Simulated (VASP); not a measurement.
Method: PBEsol GGA, VASP's PBE PAW potentials (set 64) (plane waves; VASP).

Input for VASP

POSCAR:
```
TaSb
1.0
  4.0170000000   0.0000000000   0.0000000000
  0.0000000000   4.0170000000   0.0000000000
  0.0000000000   0.0000000000   4.0170000000
Ta Sb
1 1
Cart
  0.0000000000   0.0000000000   0.0000000000
  2.0085000000   2.0085000000   2.0085000000
```

INCAR:
```
SYSTEM = TaSb
PREC = Accurate; ENCUT = 400; LREAL = .FALSE.
LASPH = .TRUE.
EDIFF = 1E-6; NELM = 100; ALGO = Normal
LMAXMIX = 6
ISMEAR = 1; SIGMA = 0.1
GGA = PS
IBRION = 2; NSW = 60; ISIF = 3
EDIFFG = -0.01
LWAVE = .FALSE.; LCHARG = .FALSE.
```

### KPOINTS
```
Automatic mesh
0
Gamma
8 8 8
0 0 0
```

POTCAR, in this order: Ta_pv Sb (PBE.64 set). Program: vasp_std.

Energy and stress use the plane-wave basis of the starting cell. Unless said otherwise, spin-orbit coupling is left out, though it shifts the bands of the heavy elements here.

What does the run give for the energy per atom (σ→0), volume per atom, band gap (on the k-mesh)?

```yaml
energy per atom (σ→0): -8.475 eV/atom
band gap (on the k-mesh): none (metal, semimetal or under 0.01 eV)
volume_per_atom: 19.24 Å³/atom
```

**OSZICAR**
```
...
DAV:   1    -0.169591740403E+02   -0.11647E-01   -0.28505E-01   868   0.635E+00    0.790E-01
DAV:   2    -0.169512107448E+02    0.79633E-02   -0.15687E-02   856   0.132E+00    0.236E-01
DAV:   3    -0.169499643036E+02    0.12464E-02   -0.20484E-03   988   0.452E-01    0.735E-02
DAV:   4    -0.169497934438E+02    0.17086E-03   -0.53786E-04   944   0.203E-01    0.347E-02
DAV:   5    -0.169497980029E+02   -0.45591E-05   -0.17260E-05  1012   0.388E-02    0.238E-02
DAV:   6    -0.169498017013E+02   -0.36984E-05   -0.34632E-06   964   0.151E-02    0.278E-03
DAV:   7    -0.169498018407E+02   -0.13942E-06   -0.30023E-07   436   0.464E-03
   5 F= -.16949802E+02 E0= -.16949336E+02  d E =-.335710E+01
```

The structure was generated: TaSb was put into the CsCl type type (Pm-3m), which need not be its known phase. This run relaxes it. Symmetry was kept, so distortions that lower it aren't found.
